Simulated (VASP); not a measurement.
# Te2Mo: what each functional gives, and what it costs, part 4 of 6

Which functional reproduces the measured band gap of Te2Mo, and what does it cost? The start is a cell from a database of measured crystal structures.

VASP 6.6.1, plane waves and PAW; the level of theory is named at each step.

Still holding for the runs below: Spin-orbit coupling is off here; with elements this heavy it splits and shifts levels by tenths of an eV or more.

So far, least gap on mesh and path (eV): step 2 (bands, level LDA, k 5×5×1) 0.670; step 4 (bands, level r2SCAN, k 5×5×1) 0.813; step 5 (bands, level TB-mBJ, k 5×5×1) 0.816; step 6 (bands, level TPSS, k 5×5×1) 0.683; step 7 (bands, level SCAN, k 5×5×1) 0.843.

### Step 8. Starting orbitals for the hybrid

This step: PBE; plane waves and PAW (Te, Mo_sv) (VASP 6.6.1).

A hybrid converges badly from random orbitals, so a cheap semilocal run writes a WAVECAR on the same mesh first.

Input file INCAR:

```
SYSTEM = Te2Mo
PREC = Accurate
ENCUT = 400
EDIFF = 1E-05
NELM = 100
ISMEAR = 0
SIGMA = 0.02
LREAL = .FALSE.
ALGO = Normal
GGA = PE
NBANDS = 32
LASPH = .TRUE.
LORBIT = 11
LWAVE = .TRUE.
LCHARG = .FALSE.
KPAR = 2
NCORE = 4
```

Input file POSCAR:

```
Te2Mo
1.0
    3.5182000000      0.0000000000      0.0000000000
   -1.7591000000      3.0468505756      0.0000000000
    0.0000000000      0.0000000000     13.9736000000
Te Mo
4 2
Direct
    0.3333333333      0.6666666667      0.6210000000
    0.6666666667      0.3333333333      0.1210000000
    0.3333333333      0.6666666667      0.8790000000
    0.6666666667      0.3333333333      0.3790000000
    0.3333333333      0.6666666667      0.2500000000
    0.6666666667      0.3333333333      0.7500000000
```

Input file KPOINTS:

```
Automatic mesh
0
Gamma
5 5 1
0 0 0
```

Potentials, in the order of the species: Te and Mo_sv (PBE family, release 64).

The run is started by

```bash
$ mpirun -np 8 vasp_std
```

Numbers of over 12 decimals in the logs are rounded to 6 here.

The log of the run:

```text
[... set-up lines as in an earlier step ...]
 entering main loop
       N       E                     dE             d eps       ncg     rms          rms(c)
DAV:   1     0.323969379582E+03    0.32397E+03   -0.24129E+04   392   0.118E+03
DAV:   2    -0.196002285708E+02   -0.34357E+03   -0.33442E+03   400   0.299E+02
DAV:   3    -0.366897609251E+02   -0.17090E+02   -0.16856E+02   376   0.581E+01
DAV:   4    -0.371748192201E+02   -0.48506E+00   -0.48250E+00   416   0.978E+00
DAV:   5    -0.371921826556E+02   -0.17363E-01   -0.17359E-01   416   0.178E+00    0.217E+01
DAV:   6    -0.364293552218E+02    0.76283E+00   -0.83718E+00   352   0.142E+01    0.901E+00
DAV:   7    -0.363755095362E+02    0.53846E-01   -0.81463E+00   344   0.116E+01    0.634E+00
DAV:   8    -0.359297508432E+02    0.44576E+00   -0.16847E+00   352   0.592E+00    0.304E+00
DAV:   9    -0.359331365956E+02   -0.33858E-02   -0.26702E-01   432   0.224E+00    0.121E+00
DAV:  10    -0.359261562088E+02    0.69804E-02   -0.44288E-02   376   0.106E+00    0.274E-01
DAV:  11    -0.359265414415E+02   -0.38523E-03   -0.28033E-03   440   0.259E-01    0.240E-01
DAV:  12    -0.359264457220E+02    0.95720E-04   -0.42597E-04   376   0.961E-02    0.112E-01
DAV:  13    -0.359264237001E+02    0.22022E-04   -0.65644E-05   368   0.429E-02    0.832E-02
DAV:  14    -0.359264220215E+02    0.16786E-05   -0.14012E-05   264   0.179E-02
   1 F= -.35926422E+02 E0= -.35926422E+02  d E =-.267671E-25
 writing wavefunctions
```

Run time: 4.8 s. Hardware: 8 MPI ranks of Intel Xeon 6975P-C (Granite Rapids), shared host; peak memory 1.1 GiB; 24 s of CPU time.

Parts of OUTCAR (step 8):

```text
   k-points           NKPTS =      5   k-points in BZ     NKDIM =      5   number of bands    NBANDS=     32

   NELECT =      52.0000    total number of electrons

 E-fermi :   8.3013

 k-point     1 :       0.0000    0.0000    0.0000
  band No.  band energies     occupation
    ...
     22       7.0994      2.00000
     23       7.1345      2.00000
     24       7.1345      2.00000
     25       7.8396      2.00000
     26       8.1582      2.00000
     27      11.0632      0.00000
     28      11.0632      0.00000
     29      11.1952      0.00000
     30      11.1953      0.00000
     31      11.2916      0.00000
    ...

  Total        2.4408699      2.4408699      3.2868123      0.0000000     -0.0000000      0.0000000
  in kB       26.1080973     26.1080973     35.1564891      0.0000000     -0.0000000      0.0000000
  external PRESSURE =      29.1242279 kB  Pullay stress =       0.0000000 kB

 POSITION                                       TOTAL-FORCE (eV/Angst)
 -----------------------------------------------------------------------------------
     -0.00000      2.03123      8.67761         0.000000     -0.000000     -0.150439
      1.75910      1.01562      1.69081         0.000000     -0.000000     -0.150439
     -0.00000      2.03123     12.28279         0.000000     -0.000000      0.150439
      1.75910      1.01562      5.29599         0.000000     -0.000000      0.150439
     -0.00000      2.03123      3.49340        -0.000000     -0.000000     -0.000000
      1.75910      1.01562     10.48020        -0.000000      0.000000     -0.000000
 -----------------------------------------------------------------------------------
    total drift:                               -0.000000      0.000000     -0.000000

  FREE ENERGIE OF THE ION-ELECTRON SYSTEM (eV)
  ---------------------------------------------------
  free  energy   TOTEN  =       -35.9264220215 eV

  energy  without entropy=      -35.9264220215  energy(sigma->0) =      -35.92642202

[... 8 parts as in an earlier step ...]

[... 7 further parts left out ...]
```

The gap is read on the k-mesh alone, so it is an upper bound where the band edges lie off the mesh. At this level the cell is under a pressure of 2.9 GPa, so at these settings it is away from equilibrium.

A gap read on the k-mesh alone can miss the band edges.

Numbers from this step:

```yaml
scf_cycles: 14
bands: 32
free_energy_toten: -35.93 eV
fermi_energy: 8.301 eV
pressure: 2.912 GPa
valence_top_at_k: 0, 0, 0
least_direct_gap_at_k: 0.2, 0.2, 0
gap_on_the_k_mesh: 0.7050 eV
least_direct_gap_on_the_k_mesh: 1.284 eV
```

Force by atom:

| atom | x (eV/Å) | y (eV/Å) | z (eV/Å) | size |
| --- | --- | --- | --- | --- |
| Te1 | 0.000 | 0.000 | -0.150 | 0.150 |
| Te2 | 0.000 | 0.000 | -0.150 | 0.150 |
| Te3 | 0.000 | 0.000 | 0.150 | 0.150 |
| Te4 | 0.000 | 0.000 | 0.150 | 0.150 |
| Mo5 | 0.000 | 0.000 | 0.000 | 0.000 |
| Mo6 | 0.000 | 0.000 | 0.000 | 0.000 |

### Step 9. Bands with HSE06, k 5×5×1

This step: HSE06; plane waves and PAW (Te, Mo_sv) (VASP 6.6.1).

HSE06 mixes in a quarter of exact exchange at short range, at far higher cost; in semiconductors this cures much of the gap error, while metals seldom gain.

Input file INCAR:

```
SYSTEM = Te2Mo
PREC = Accurate
ENCUT = 400
EDIFF = 1E-06
NELM = 100
ISMEAR = 0
SIGMA = 0.02
LREAL = .FALSE.
ALGO = Normal
LHFCALC = .TRUE.
AEXX = 0.25
GGA = PE
HFSCREEN = 0.2
LASPH = .TRUE.
NBANDS = 32
PRECFOCK = Fast
LORBIT = 11
LWAVE = .FALSE.
LCHARG = .FALSE.
KPAR = 2
```

POSCAR is that of step 8.

KPOINTS is that of step 8.

Input file KPOINTS_OPT:

```
Line mode
6
Line-mode
Reciprocal
  0.00000000   0.00000000   0.00000000 GAMMA
  0.50000000   0.00000000   0.00000000 M

  0.50000000   0.00000000   0.00000000 M
  0.33333333   0.33333333   0.00000000 K

  0.33333333   0.33333333   0.00000000 K
  0.00000000   0.00000000   0.00000000 GAMMA

  0.00000000   0.00000000   0.00000000 GAMMA
  0.00000000   0.00000000   0.50000000 A

  0.00000000   0.00000000   0.50000000 A
  0.50000000   0.00000000   0.50000000 L

  0.50000000   0.00000000   0.50000000 L
  0.33333333   0.33333333   0.50000000 H

  0.33333333   0.33333333   0.50000000 H
  0.00000000   0.00000000   0.50000000 A

  0.50000000   0.00000000   0.50000000 L
  0.50000000   0.00000000   0.00000000 M

  0.33333333   0.33333333   0.00000000 K
  0.33333333   0.33333333   0.50000000 H
```

The WAVECAR or CHGCAR of an earlier step is read.

The run is started by

```bash
$ mpirun -np 8 vasp_std
```

The log of the run:

```text
[banner, memory and clock lines left out]
running    8 mpi-ranks, on    1 nodes
[...]
|                                                                             |
|           W    W    AA    RRRRR   N    N  II  N    N   GGGG   !!!           |
|           W    W   A  A   R    R  NN   N  II  NN   N  G    G  !!!           |
|           W    W  A    A  R    R  N N  N  II  N N  N  G       !!!           |
|           W WW W  AAAAAA  RRRRR   N  N N  II  N  N N  G  GGG   !            |
|           WW  WW  A    A  R   R   N   NN  II  N   NN  G    G                |
|           W    W  A    A  R    R  N    N  II  N    N   GGGG   !!!           |
|                                                                             |
|     For optimal performance we recommend to set                             |
|       NCORE = 2 up to number-of-cores-per-socket                            |
|     NCORE specifies how many cores store one orbital (NPAR=cpu/NCORE).      |
|     This setting can greatly improve the performance of VASP for DFT.       |
[...]
DAV:  12    -0.437057989550E+02   -0.12452E-05   -0.26773E-07   224   0.298E-03    0.979E-02
DAV:  13    -0.437057997021E+02   -0.74710E-06   -0.11984E-07   200   0.198E-03
   1 F= -.43705800E+02 E0= -.43705800E+02  d E =-.405458E-12
 Start KPOINTS_OPT (optional k-point list driver)
k-point batch [1-5\54]
       N       E                     dE             ncg
DAV:   1     0.795868444919E+01   -0.28256E+04      392
DAV:   2    -0.218679782552E+04   -0.21948E+04      376
DAV:   3    -0.238274283643E+04   -0.19595E+03      368
DAV:   4    -0.239797462763E+04   -0.15232E+02      424
[...]
DAV:   9    -0.239881165505E+04   -0.26005E-04      272
DAV:  10    -0.239881165738E+04   -0.23291E-05      240
DAV:  11    -0.239881165760E+04   -0.22438E-06      232
[...]
k-point batch [51-54\54]
       N       E                     dE             ncg
DAV:   1     0.161879667692E+04   -0.72759E+04      304
DAV:   2    -0.317911275415E+02   -0.16506E+04      288
DAV:   3    -0.172397918592E+03   -0.14061E+03      320
DAV:   4    -0.183267722225E+03   -0.10870E+02      320
[...]
DAV:   9    -0.183780021356E+03   -0.24483E-04      224
DAV:  10    -0.183780023779E+03   -0.24230E-05      160
DAV:  11    -0.183780024032E+03   -0.25288E-06      192
```

Elapsed: 13 min, on 8 MPI ranks; peak memory 2.6 GiB; 83 min of CPU time.

OUTCAR, selected parts (step 9):

```text
 POSITION                                       TOTAL-FORCE (eV/Angst)
 -----------------------------------------------------------------------------------
     -0.00000      2.03123      8.67761         0.000000      0.000000      0.399942
      1.75910      1.01562      1.69081        -0.000000      0.000000      0.399942
     -0.00000      2.03123     12.28279        -0.000000      0.000000     -0.399942
      1.75910      1.01562      5.29599         0.000000      0.000000     -0.399942
     -0.00000      2.03123      3.49340        -0.000000     -0.000000      0.000000
      1.75910      1.01562     10.48020         0.000000      0.000000      0.000000
 -----------------------------------------------------------------------------------
    total drift:                                0.000000     -0.000000     -0.000002

  FREE ENERGIE OF THE ION-ELECTRON SYSTEM (eV)
  ---------------------------------------------------
  free  energy   TOTEN  =       -43.7057997021 eV

  energy  without entropy=      -43.7057997021  energy(sigma->0) =      -43.70579970

[... 1 part as in an earlier step ...]

[... 2 further parts left out ...]
[key lines of the parts left out:]
E-fermi :   7.9125
```

The k-mesh is coarse for exact exchange; levels may shift by about 0.1 eV on a finer one.

Electronic bands along the path, in eV, zero at the valence-band top; v1 is the highest filled band, c1 the lowest empty one:

| point | v4 | v3 | v2 | v1 | c1 | c2 | c3 | c4 |
| --- | --- | --- | --- | --- | --- | --- | --- | --- |
| Γ | -1.16 | -1.16 | -0.46 | 0.00 | 3.51 | 3.52 | 3.67 | 3.69 |
| 0.60 of the way | -1.35 | -1.22 | -1.19 | -1.09 | 1.57 | 2.12 | 2.26 | 2.41 |
| M | -1.17 | -1.10 | -0.73 | -0.43 | 1.75 | 1.83 | 2.01 | 2.39 |
| 0.40 of the way | -2.06 | -1.93 | -0.60 | -0.34 | 1.72 | 1.89 | 2.13 | 2.50 |
| K | -2.15 | -2.15 | -0.31 | -0.05 | 1.42 | 1.42 | 1.63 | 2.77 |
| 0.60 of the way | -1.25 | -1.09 | -0.81 | -0.62 | 1.64 | 2.18 | 2.38 | 2.38 |
| Γ | -1.16 | -1.16 | -0.46 | 0.00 | 3.51 | 3.52 | 3.66 | 3.72 |
| 0.40 of the way | -1.17 | -1.17 | -0.34 | -0.02 | 3.52 | 3.53 | 3.62 | 3.66 |
| A | -1.18 | -1.18 | -0.12 | -0.12 | 3.55 | 3.55 | 3.56 | 3.57 |
| 0.40 of the way | -1.44 | -1.44 | -0.70 | -0.70 | 2.21 | 2.22 | 2.78 | 2.79 |
| L | -1.12 | -1.12 | -0.58 | -0.58 | 1.78 | 1.78 | 2.21 | 2.21 |
| 0.60 of the way | -2.22 | -2.22 | -0.38 | -0.38 | 1.69 | 1.69 | 2.38 | 2.38 |
| H | -2.32 | -2.32 | -0.20 | -0.20 | 1.43 | 1.43 | 2.14 | 2.14 |
| 0.40 of the way | -1.51 | -1.51 | -0.76 | -0.76 | 1.47 | 1.47 | 2.17 | 2.17 |
| A | -1.18 | -1.18 | -0.12 | -0.12 | 3.55 | 3.55 | 3.56 | 3.58 |
| jump to L | -1.12 | -1.12 | -0.58 | -0.58 | 1.78 | 1.78 | 2.21 | 2.21 |
| 0.40 of the way | -1.14 | -1.10 | -0.67 | -0.49 | 1.76 | 1.81 | 2.10 | 2.32 |
| M | -1.17 | -1.10 | -0.73 | -0.43 | 1.75 | 1.83 | 2.01 | 2.39 |
| jump to K | -2.15 | -2.15 | -0.31 | -0.05 | 1.42 | 1.42 | 1.63 | 2.77 |
| 0.60 of the way | -2.25 | -2.25 | -0.27 | -0.12 | 1.42 | 1.42 | 1.83 | 2.47 |
| H | -2.32 | -2.32 | -0.20 | -0.20 | 1.43 | 1.43 | 2.14 | 2.14 |

Of the projections kept (Te, Mo), the largest for each band there; the rest of the weight can lie on other orbitals:

| point | v4 | v3 | v2 | v1 | c1 | c2 | c3 | c4 |
| --- | --- | --- | --- | --- | --- | --- | --- | --- |
| Γ | Mo 0.76 | Mo 0.76 | Te 0.94 | Mo 0.77 | Te 0.71 | Te 0.71 | Te 0.74 | Te 0.74 |
| M | Mo 0.66 | Mo 0.78 | Te 0.80 | Te 0.75 | Mo 0.94 | Mo 0.92 | Mo 0.92 | Mo 0.92 |
| K | Te 0.59 | Te 0.59 | Mo 0.89 | Mo 0.86 | Mo 0.93 | Mo 0.93 | Mo 0.79 | Mo 0.75 |
| Γ | Mo 0.76 | Mo 0.76 | Te 0.94 | Mo 0.77 | Te 0.71 | Te 0.71 | Te 0.74 | Te 0.72 |
| A | Mo 0.75 | Mo 0.75 | Mo 0.65 | Mo 0.65 | Te 0.72 | Te 0.72 | Te 0.72 | Te 0.72 |
| L | Mo 0.72 | Mo 0.72 | Te 0.78 | Te 0.78 | Mo 0.94 | Mo 0.94 | Mo 0.92 | Mo 0.92 |

The gap is 1.12 eV, indirect, from Γ to a point between the labelled ones. Against LDA that is +0.45 eV; this run took 23 times the core time, on fewer points of the path.

### Step 10. Bands with B3LYP, k 5×5×1

This step: B3LYP; plane waves and PAW (Te, Mo_sv) (VASP 6.6.1).

B3LYP, with a fifth of exact exchange, was fitted to molecules.

INCAR: that of step 9 with these lines changed.

```diff
@@ -10,5 +10,7 @@
 LHFCALC = .TRUE.
-AEXX = 0.25
-GGA = PE
-HFSCREEN = 0.2
+AEXX = 0.2
+GGA = B3
+AGGAX = 0.72
+AGGAC = 0.81
+ALDAC = 0.19
 LASPH = .TRUE.
@@ -16,2 +18,3 @@
 PRECFOCK = Fast
+HFRCUT = -1
 LORBIT = 11
```

POSCAR is that of step 9.

KPOINTS is that of step 9.

KPOINTS_OPT is that of step 9.

The run is started by

```bash
$ mpirun -np 8 vasp_std
```

The log of the run:

```text
[banner, memory and clock lines left out]
running    8 mpi-ranks, on    1 nodes
[...]
[... a notice as in an earlier step ...]

 [... a notice as in an earlier step ...]

 LDA part: xc-table for (Slater(with rela. corr.)+VWN3), standard interpolation
 found WAVECAR, reading the header
 POSCAR, INCAR and KPOINTS ok, starting setup
[...]
HFRCUT set to (new)   9.633345
 reading WAVECAR
 the WAVECAR file was read successfully
 initial charge from wavefunction
 entering main loop
       N       E                     dE             d eps       ncg     rms          rms(c)
DAV:   1    -0.403082170143E+02   -0.40308E+02   -0.29167E+00   320   0.965E+00    0.145E+01
DAV:   2    -0.403018732688E+02    0.63437E-02   -0.17475E-01   328   0.267E+00    0.101E+01
DAV:   3    -0.403082404996E+02   -0.63672E-02   -0.19366E-02   344   0.614E-01    0.636E+00
DAV:   4    -0.403060846997E+02    0.21558E-02   -0.10446E-02   328   0.566E-01    0.383E+00
[...]
DAV:   9    -0.403063546808E+02   -0.33196E-05   -0.79290E-06   368   0.207E-02    0.330E-01
DAV:  10    -0.403063573638E+02   -0.26830E-05   -0.45380E-06   328   0.103E-02    0.199E-01
DAV:  11    -0.403063583213E+02   -0.95754E-06   -0.99052E-07   232   0.646E-03
   1 F= -.40306358E+02 E0= -.40306358E+02  d E =-.743023E-56
 Start KPOINTS_OPT (optional k-point list driver)
k-point batch [1-5\54]
       N       E                     dE             ncg
DAV:   1     0.671910844692E+02   -0.27664E+04      392
DAV:   2    -0.211873968886E+04   -0.21859E+04      384
DAV:   3    -0.230484195589E+04   -0.18610E+03      360
DAV:   4    -0.231645021960E+04   -0.11608E+02      432
[...]
DAV:   8    -0.231701373400E+04   -0.75536E-04      296
DAV:   9    -0.231701373844E+04   -0.44395E-05      264
DAV:  10    -0.231701373872E+04   -0.28641E-06      240
[...]
k-point batch [51-54\54]
       N       E                     dE             ncg
DAV:   1     0.166580179310E+04   -0.72289E+04      304
DAV:   2     0.287245377233E+02   -0.16371E+04      288
DAV:   3    -0.106211044148E+03   -0.13494E+03      320
DAV:   4    -0.115260556798E+03   -0.90495E+01      320
[...]
DAV:   8    -0.115573904290E+03   -0.50895E-04      224
DAV:   9    -0.115573907668E+03   -0.33776E-05      168
DAV:  10    -0.115573907913E+03   -0.24477E-06      192
```

The job ended after 9.6 min (8 MPI ranks; peak memory 1.9 GiB).

Parts of OUTCAR (step 10):

```text
 POSITION                                       TOTAL-FORCE (eV/Angst)
 -----------------------------------------------------------------------------------
     -0.00000      2.03123      8.67761        -0.000000     -0.000000      0.018435
      1.75910      1.01562      1.69081         0.000000      0.000000      0.018435
     -0.00000      2.03123     12.28279        -0.000000     -0.000000     -0.018435
      1.75910      1.01562      5.29599         0.000000     -0.000000     -0.018435
     -0.00000      2.03123      3.49340        -0.000000      0.000000      0.000000
      1.75910      1.01562     10.48020         0.000000     -0.000000      0.000000
 -----------------------------------------------------------------------------------
    total drift:                                0.000000     -0.000000     -0.000004

  FREE ENERGIE OF THE ION-ELECTRON SYSTEM (eV)
  ---------------------------------------------------
  free  energy   TOTEN  =       -40.3063583213 eV

  energy  without entropy=      -40.3063583213  energy(sigma->0) =      -40.30635832

[... 2 parts as in an earlier step ...]

[... 1 further part left out ...]
[key lines of the parts left out:]
E-fermi :   8.1384
```

The k-mesh is coarse for unscreened exact exchange, which converges slowly with it.

Electronic bands along the path, in eV, zero at the valence-band top; v1 is the highest filled band, c1 the lowest empty one:

| point | v4 | v3 | v2 | v1 | c1 | c2 | c3 | c4 |
| --- | --- | --- | --- | --- | --- | --- | --- | --- |
| Γ | -1.19 | -1.19 | -0.47 | 0.00 | 3.84 | 3.84 | 4.01 | 4.03 |
| 0.60 of the way | -1.36 | -1.23 | -1.16 | -1.12 | 1.99 | 2.49 | 2.66 | 2.79 |
| M | -1.06 | -1.04 | -0.72 | -0.42 | 2.07 | 2.16 | 2.41 | 2.75 |
| 0.40 of the way | -1.97 | -1.92 | -0.60 | -0.38 | 2.08 | 2.27 | 2.51 | 2.86 |
| K | -2.15 | -2.15 | -0.31 | -0.07 | 1.77 | 1.77 | 2.09 | 3.16 |
| 0.60 of the way | -1.21 | -1.10 | -0.83 | -0.61 | 2.04 | 2.57 | 2.75 | 2.77 |
| Γ | -1.19 | -1.19 | -0.47 | 0.00 | 3.84 | 3.84 | 4.00 | 4.06 |
| 0.40 of the way | -1.20 | -1.20 | -0.35 | -0.02 | 3.85 | 3.86 | 3.96 | 4.01 |
| A | -1.21 | -1.21 | -0.13 | -0.13 | 3.89 | 3.89 | 3.90 | 3.91 |
| 0.40 of the way | -1.40 | -1.40 | -0.70 | -0.70 | 2.60 | 2.60 | 3.17 | 3.17 |
| L | -1.03 | -1.03 | -0.57 | -0.57 | 2.11 | 2.11 | 2.59 | 2.59 |
| 0.60 of the way | -2.20 | -2.20 | -0.40 | -0.40 | 2.05 | 2.05 | 2.79 | 2.79 |
| H | -2.31 | -2.31 | -0.20 | -0.20 | 1.78 | 1.78 | 2.56 | 2.56 |
| 0.40 of the way | -1.47 | -1.47 | -0.79 | -0.79 | 1.88 | 1.88 | 2.53 | 2.54 |
| A | -1.21 | -1.21 | -0.13 | -0.13 | 3.89 | 3.89 | 3.89 | 3.92 |
| jump to L | -1.03 | -1.03 | -0.57 | -0.57 | 2.11 | 2.11 | 2.59 | 2.59 |
| 0.40 of the way | -1.04 | -1.03 | -0.66 | -0.48 | 2.09 | 2.14 | 2.49 | 2.69 |
| M | -1.06 | -1.04 | -0.72 | -0.42 | 2.07 | 2.16 | 2.41 | 2.75 |
| jump to K | -2.15 | -2.15 | -0.31 | -0.07 | 1.77 | 1.77 | 2.09 | 3.16 |
| 0.60 of the way | -2.24 | -2.24 | -0.27 | -0.13 | 1.77 | 1.77 | 2.28 | 2.89 |
| H | -2.31 | -2.31 | -0.20 | -0.20 | 1.78 | 1.78 | 2.56 | 2.56 |

Of the projections kept (Te, Mo), the largest for each band there; the rest of the weight can lie on other orbitals:

| point | v4 | v3 | v2 | v1 | c1 | c2 | c3 | c4 |
| --- | --- | --- | --- | --- | --- | --- | --- | --- |
| Γ | Mo 0.75 | Mo 0.90 | Te 0.94 | Mo 0.77 | Te 0.71 | Te 0.71 | Te 0.73 | Te 0.73 |
| M | Mo 0.66 | Mo 0.78 | Te 0.79 | Te 0.74 | Mo 0.94 | Mo 0.91 | Mo 0.92 | Mo 0.92 |
| K | Te 0.59 | Te 0.59 | Mo 0.89 | Mo 0.87 | Mo 0.93 | Mo 0.93 | Mo 0.79 | Mo 0.75 |
| Γ | Mo 0.76 | Mo 0.90 | Te 0.94 | Mo 0.77 | Te 0.71 | Te 0.71 | Te 0.73 | Te 0.71 |
| A | Mo 0.75 | Mo 0.75 | Mo 0.65 | Mo 0.65 | Te 0.71 | Te 0.71 | Te 0.71 | Te 0.71 |
| L | Mo 0.72 | Mo 0.72 | Te 0.77 | Te 0.77 | Mo 0.93 | Mo 0.93 | Mo 0.92 | Mo 0.92 |

The gap is 1.55 eV, indirect, from Γ to a point between the labelled ones. Against LDA that is +0.88 eV; this run took 17 times the core time, on fewer points of the path.

(Part 4 of 6 ends here.)

[Lines on the potential files, build, host, timing and source positions are cut from VASP's logs without a mark.]

[Logs are printed without paths, hosts, clocks, repeated set-up lines and the standing remarks that a program may print on its own settings, such as how far it seeks lower states.]

[Hosts, paths, dates, database ids (printed as entryN), source tags and the programs' standing remarks are cut or masked in the printed files.]

[A measured line is paired with the nearest computed mode of its activity, which favours agreement.]
